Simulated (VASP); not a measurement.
The system is W.

```
W
1.0
    -1.58234    1.58234    1.58234
     1.58234   -1.58234    1.58234
     1.58234    1.58234   -1.58234
W
1
Direct
  0.00000 0.00000 0.00000
```

Base run:

| Item | Value |
| --- | --- |
| Program | VASP 6.6.1 |
| Functional | PBE |
| Potentials or basis | VASP PAW PBE potentials, release 64 (W_sv) |
| Cutoff | 450 eV |
| k mesh | 14 × 14 × 14 |
| Occupations | gaussian, width 0.1 eV |
| Spin | no spin polarisation |

Its results: band gap on the k mesh none (metal or under the smearing width); pressure 6.7 GPa.

The run is repeated on the same cell with these changes: cutoff from 450 eV to 520 eV; k mesh from 14 × 14 × 14 to 4 × 4 × 4. What comes out?

Band gap on the k mesh none (metal or under the smearing width); pressure 5.2 GPa.

Caveats: some runs use coarse meshes.
